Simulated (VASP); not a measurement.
Level of theory: r2SCAN meta-GGA, VASP's PBE PAW potentials (set 64) (plane waves; VASP).

A VASP calculation is set up with these files.

KPOINTS:
```
Automatic mesh
0
Gamma
10 10 10
0 0 0
```

POSCAR:
```
ZnS
1
    0.0000000000     2.6936088101     2.6936088101
    2.6936088101     0.0000000000     2.6936088101
    2.6936088101     2.6936088101     0.0000000000
Zn S
1 1
Direct
  0.0000000000   0.0000000000   0.0000000000
  0.7500000000   0.7500000000   0.7500000000
```

### INCAR
```
! general
SYSTEM  = ZnS
PREC    = Normal
ENCUT   = 400
LREAL   = F
LASPH   = T

! electronic loop
EDIFF   = 1E-5
NELM    = 100
NELMIN  = 4
ALGO    = Normal
LMAXMIX = 4
LMIXTAU = T

! smearing
ISMEAR  = 0
SIGMA   = 0.05

! functional
METAGGA = R2SCAN

! ions
IBRION  = 2
NSW     = 20
ISIF    = 2
EDIFFG  = -0.03

! output
LWAVE   = F
LCHARG  = F
```

POTCAR, in this order: Zn S (PBE.64 set). Program: vasp_std.

Output

File OSZICAR:
```
       N       E                     dE             d eps       ncg     rms          rms(c)
DAV:   1     0.636177103833E+02    0.63618E+02   -0.81516E+03  1222   0.141E+03
DAV:   2    -0.170057585585E+02   -0.80623E+02   -0.77229E+02  1347   0.255E+02
DAV:   3    -0.218792680069E+02   -0.48735E+01   -0.48538E+01  1492   0.679E+01
DAV:   4    -0.219329577730E+02   -0.53690E-01   -0.53676E-01  1377   0.752E+00
DAV:   5    -0.219337459789E+02   -0.78821E-03   -0.78820E-03  1492   0.881E-01    0.745E+00
DAV:   6    -0.188365438179E+02    0.30972E+01   -0.20283E+00  1407   0.484E+01    0.675E+00
DAV:   7    -0.187832704863E+02    0.53273E-01   -0.66710E-01  1302   0.163E+01    0.352E+00
DAV:   8    -0.188374877160E+02   -0.54217E-01   -0.12284E-01  1232   0.500E+00    0.158E+00
DAV:   9    -0.188288032148E+02    0.86845E-02   -0.12043E-01  1222   0.390E+00    0.418E-01
DAV:  10    -0.188514737926E+02   -0.22671E-01   -0.46447E-02  1232   0.235E+00    0.151E-01
DAV:  11    -0.188591374005E+02   -0.76636E-02   -0.33708E-03  1307   0.773E-01    0.595E-02
DAV:  12    -0.188489205985E+02    0.10217E-01   -0.37791E-03  1232   0.841E-01    0.956E-02
DAV:  13    -0.188593807007E+02   -0.10460E-01   -0.24229E-03  1232   0.590E-01    0.171E-02
DAV:  14    -0.188594921874E+02   -0.11149E-03   -0.65257E-05  1337   0.907E-02    0.114E-02
DAV:  15    -0.188594943260E+02   -0.21386E-05   -0.16988E-06   891   0.168E-02
   1 F= -.18859494E+02 E0= -.18859494E+02  d E =-.188595E+02
```

OUTCAR:
```
------------------------ aborting loop because EDIFF is reached ----------------------------------------
  FORCE on cell =-STRESS in cart. coord.  units (eV):
  Direction    XX          YY          ZZ          XY          YZ          ZX
  --------------------------------------------------------------------------------------
  Total       -0.0843930     -0.0843930     -0.0843930      0.0000000      0.0000000     -0.0000000
  in kB       -3.4592629     -3.4592629     -3.4592629      0.0000000      0.0000000     -0.0000000
  external PRESSURE =      -3.4592629 kB  Pullay stress =       0.0000000 kB
  volume of cell :       39.09
      direct lattice vectors                 reciprocal lattice vectors
     0.000000000  2.693608810  2.693608810    -0.185624578  0.185624578  0.185624578
     2.693608810  0.000000000  2.693608810     0.185624578 -0.185624578  0.185624578
     2.693608810  2.693608810  0.000000000     0.185624578  0.185624578 -0.185624578
  FREE ENERGIE OF THE ION-ELECTRON SYSTEM (eV)
  ---------------------------------------------------
  free  energy   TOTEN  =       -18.8594943260 eV

  energy  without entropy=      -18.8594943260  energy(sigma->0) =      -18.85949433

 reached required accuracy - stopping structural energy minimisation
```
(Selected blocks of OUTCAR.)

File OUTCAR:
```
 val. band max:        1.9198306202   @ k =   0.0000   0.0000   0.0000

 cond. band min:       4.6379350652   @ k =   0.0000   0.0000   0.0000


 Fermi energy:         2.1790113257

 k-point     1 :       0.0000    0.0000    0.0000
  band No.  band energies     occupation
      1     -11.8243      2.00000
      2      -4.6117      2.00000
      3      -4.6117      2.00000
      4      -4.6114      2.00000
      5      -4.0513      2.00000
      6      -4.0513      2.00000
      7       1.9198      2.00000
      8       1.9198      2.00000
      9       1.9198      2.00000
     10       4.6379      0.00000
     11       8.8137      0.00000
     12       8.8138      0.00000
     13       8.8138      0.00000

 k-point     2 :       0.1000    0.0000    0.0000
  band No.  band energies     occupation
      1     -11.7457      2.00000
      2      -4.6104      2.00000
      3      -4.5967      2.00000
      4      -4.5963      2.00000
      5      -4.0524      2.00000
      6      -4.0524      2.00000
      7       1.1552      2.00000
      8       1.8192      2.00000
      9       1.8192      2.00000
     10       5.2191      0.00000
     11       8.7221      0.00000
     12       8.9929      0.00000
     13       8.9929      0.00000

 k-point     3 :       0.2000    0.0000    0.0000
  band No.  band energies     occupation
      1     -11.5290      2.00000
      2      -4.5896      2.00000
      3      -4.5598      2.00000
      4      -4.5594      2.00000
      5      -4.0526      2.00000
      6      -4.0524      2.00000
      7      -0.2380      2.00000
      8       1.5741      2.00000
      9       1.5741      2.00000
     10       5.8687      0.00000
     11       8.9783      0.00000
     12       9.3432      0.00000
     13       9.3433      0.00000

 k-point     4 :       0.3000    0.0000    0.0000
  band No.  band energies     occupation
      1     -11.2349      2.00000
      2      -4.5193      2.00000
      3      -4.5188      2.00000
...
```

The compound is ZnS in the zinc blende structure. It was relaxed first.
